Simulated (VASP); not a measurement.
Computed with r2SCAN meta-GGA, VASP's PBE PAW potentials (set 64) (plane waves; VASP).

VASP input:

File KPOINTS:
```
Automatic mesh
0
Gamma
10 10 10
0 0 0
```

### POSCAR
```
Ca
1
    0.0000000000     2.8280946235     2.8280946235
    2.8280946235     0.0000000000     2.8280946235
    2.8280946235     2.8280946235     0.0000000000
Ca
1
Direct
  0.0000000000   0.0000000000   0.0000000000
```

INCAR:
```
# general
SYSTEM  = Ca
PREC    = Accurate
ENCUT   = 480
LREAL   = .False.   # projection in real space or not
LASPH   = .True.

# electronic loop
EDIFF   = 1E-7
NELM    = 100
ALGO    = Normal   # blocked Davidson
LMIXTAU = .True.

# smearing
ISMEAR  = 1
SIGMA   = 0.1   # width (eV)

# functional
METAGGA = R2SCAN

# ions
ISIF    = 2   # forces and stress, cell fixed

# output
LWAVE   = .False.
LCHARG  = .False.
```

POTCAR, in this order: Ca_sv (PBE.64 set). Program: vasp_std.

The run wrote:

File OSZICAR:
```
       N       E                     dE             d eps       ncg     rms          rms(c)
DAV:   1     0.561477174894E+02    0.56148E+02   -0.50415E+03   846   0.963E+02
DAV:   2    -0.762861127719E+01   -0.63776E+02   -0.63554E+02   878   0.231E+02
DAV:   3    -0.909742098781E+01   -0.14688E+01   -0.14562E+01  1300   0.363E+01
DAV:   4    -0.917575649292E+01   -0.78336E-01   -0.78293E-01  1315   0.597E+00
DAV:   5    -0.917758090859E+01   -0.18244E-02   -0.18215E-02  1363   0.551E-01    0.631E-01
DAV:   6    -0.694300046335E+01    0.22346E+01   -0.36101E+00  1071   0.160E+01    0.239E+00
DAV:   7    -0.718583782499E+01   -0.24284E+00   -0.96381E-02  1147   0.284E+00    0.267E+00
DAV:   8    -0.712259159721E+01    0.63246E-01   -0.26145E-02   955   0.262E+00    0.210E+00
DAV:   9    -0.706443526597E+01    0.58156E-01   -0.34001E-01  1153   0.629E+00    0.185E-01
DAV:  10    -0.703495507320E+01    0.29480E-01   -0.66489E-02   927   0.262E+00    0.153E-01
DAV:  11    -0.668005832973E+01    0.35490E+00   -0.29924E-01   927   0.515E+00    0.496E-01
DAV:  12    -0.634807796663E+01    0.33198E+00   -0.14941E-01  1193   0.319E+00    0.748E-01
DAV:  13    -0.660035405300E+01   -0.25228E+00   -0.13956E-01   991   0.378E+00    0.281E-01
DAV:  14    -0.702744330058E+01   -0.42709E+00   -0.41885E-01   846   0.569E+00    0.441E-01
DAV:  15    -0.703259876461E+01   -0.51555E-02   -0.20846E-02  1256   0.115E+00    0.159E-01
DAV:  16    -0.702961879339E+01    0.29800E-02   -0.17385E-03   931   0.360E-01    0.101E-01
DAV:  17    -0.702974322558E+01   -0.12443E-03   -0.18099E-04  1364   0.114E-01    0.937E-02
DAV:  18    -0.702951249423E+01    0.23073E-03   -0.24388E-04   883   0.170E-01    0.679E-02
DAV:  19    -0.702945323617E+01    0.59258E-04   -0.16235E-04   955   0.192E-01    0.275E-02
DAV:  20    -0.702940107364E+01    0.52163E-04   -0.50674E-05  1022   0.882E-02    0.910E-03
DAV:  21    -0.702939879495E+01    0.22787E-05   -0.12649E-05  1268   0.347E-02    0.472E-03
DAV:  22    -0.702938098985E+01    0.17805E-04   -0.44524E-06   900   0.233E-02    0.657E-03
DAV:  23    -0.702937738172E+01    0.36081E-05   -0.39285E-06  1002   0.173E-02    0.569E-03
DAV:  24    -0.702937539975E+01    0.19820E-05   -0.59077E-07  1045   0.107E-02    0.531E-03
DAV:  25    -0.702937652737E+01   -0.11276E-05   -0.38281E-07   913   0.697E-03    0.356E-03
DAV:  26    -0.702937457532E+01    0.19520E-05   -0.27107E-07   976   0.702E-03    0.214E-03
DAV:  27    -0.702937482323E+01   -0.24791E-06   -0.38497E-08   509   0.277E-03    0.124E-03
DAV:  28    -0.702937438341E+01    0.43982E-06   -0.74143E-08   607   0.322E-03    0.552E-04
DAV:  29    -0.702937466433E+01   -0.28092E-06   -0.14957E-08   456   0.154E-03    0.257E-04
DAV:  30    -0.702937461238E+01    0.51955E-07   -0.51376E-09   447   0.617E-04
   1 F= -.70293746E+01 E0= -.70292810E+01  d E =-.280860E-03
```

**OUTCAR**
```
------------------------ aborting loop because EDIFF is reached ----------------------------------------
  FORCE on cell =-STRESS in cart. coord.  units (eV):
  Direction    XX          YY          ZZ          XY          YZ          ZX
  --------------------------------------------------------------------------------------
  Total       -0.2214887     -0.2214887     -0.2214887     -0.0000000     -0.0000000      0.0000000
  in kB       -7.8442293     -7.8442293     -7.8442293     -0.0000000     -0.0000000      0.0000000
  external PRESSURE =      -7.8442293 kB  Pullay stress =       0.0000000 kB
  volume of cell :       45.24
      direct lattice vectors                 reciprocal lattice vectors
     0.000000000  2.828094624  2.828094624    -0.176797479  0.176797479  0.176797479
     2.828094624  0.000000000  2.828094624     0.176797479 -0.176797479  0.176797479
     2.828094624  2.828094624  0.000000000     0.176797479  0.176797479 -0.176797479
 POSITION                                       TOTAL-FORCE (eV/Angst)
 -----------------------------------------------------------------------------------
      0.00000      0.00000      0.00000         0.000000     -0.000000      0.000000
 -----------------------------------------------------------------------------------
    total drift:                               -0.000000     -0.000000     -0.000000
  FREE ENERGIE OF THE ION-ELECTRON SYSTEM (eV)
  ---------------------------------------------------
  free  energy   TOTEN  =        -7.0293746124 eV

  energy  without entropy=       -7.0290937529  energy(sigma->0) =       -7.02928099
```
(Selected blocks of OUTCAR.)

The compound is Ca in the fcc structure. This cell was strained or had an atom moved on purpose.
